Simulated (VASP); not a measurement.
Crystal: Mg2CdO3.

```xyz
12
Lattice="2.7973 -4.8462 0.0000 2.7973 4.8462 0.0000 -1.8832 0.0000 5.3776" Properties=species:S:1:pos:R:3 pbc="T T T"
Mg   -0.9416    0.0000    2.6888
Mg    1.8557    1.5605    2.6888
Mg    1.8557   -1.5605    2.6888
Mg    2.7973    0.0000    0.0000
Cd    2.7973   -3.2276    0.0000
Cd    2.7973    3.2276    0.0000
O    -0.0870   -1.7349    4.1784
O     3.7984   -1.7349    1.1992
O    -0.0870    1.7349    4.1784
O     3.7984    1.7349    1.1992
O     2.9136    0.0000    4.1569
O     0.7977    0.0000    1.2207
```

The cell was built by a generator and needn't be a form met in nature.

```yaml
Program: VASP 6.6.1
Task: relaxation of cell and atoms
Functional: PBE
Potentials_or_basis: VASP PAW PBE potentials, release 64 (Mg, Cd, O)
Cutoff: 520 eV
k_mesh: 3 × 3 × 3
Occupations: gaussian, width 0.15 eV
Spin: no spin polarisation
```

At the start: pressure 1.0 GPa; volume 12.15 Å³/atom.

How do energy, volume and symmetry change on relaxing?

Over 11 steps the energy falls by 398.9 meV/atom and the volume is 11.02 Å³/atom (-9.3 %); space group C2/m (No. 12, to 0.05 Å).

The path:
```
step  energy change (eV)  largest force (eV/Å)  pressure (GPa)  volume (Å³)
   1              0.0000                4.3130            0.98       145.80
   2             -3.5111                1.5272           -9.42       147.34
   3             -3.9568                0.5094          -12.27       148.17
   4             -4.5072                1.3276            5.42       127.29
   5             -4.6446                0.9669           -0.98       133.13
   6             -4.7546                0.3952            0.29       132.06
   7             -4.7636                0.2594            0.51       131.70
   8             -4.7637                0.2427            0.68       131.64
   9             -4.7776                0.1396           -0.07       132.50
  10             -4.7794                0.0769           -0.79       133.09
  11             -4.7863                0.0613           -0.25       132.30
```

Final structure:
```
Mg Cd O
1.0
     2.72026   -4.71361    0.00463
     2.72026    4.71361    0.00463
    -1.82264    0.00000    5.15574
Mg Cd O
4 2 6
Direct
  0.00000 0.00000 0.50000
  0.33494 0.66506 0.50000
  0.66506 0.33494 0.50000
  0.50000 0.50000 0.00000
  0.83273 0.16727 0.00000
  0.16727 0.83273 0.00000
  0.40943 0.09502 0.72508
  0.90498 0.59057 0.27492
  0.09502 0.40943 0.72508
  0.59057 0.90498 0.27492
  0.72363 0.72363 0.73638
  0.27637 0.27637 0.26362
```

Caveat: the k mesh is coarse (spacing up to 0.45 Å⁻¹), so the values aren't converged.
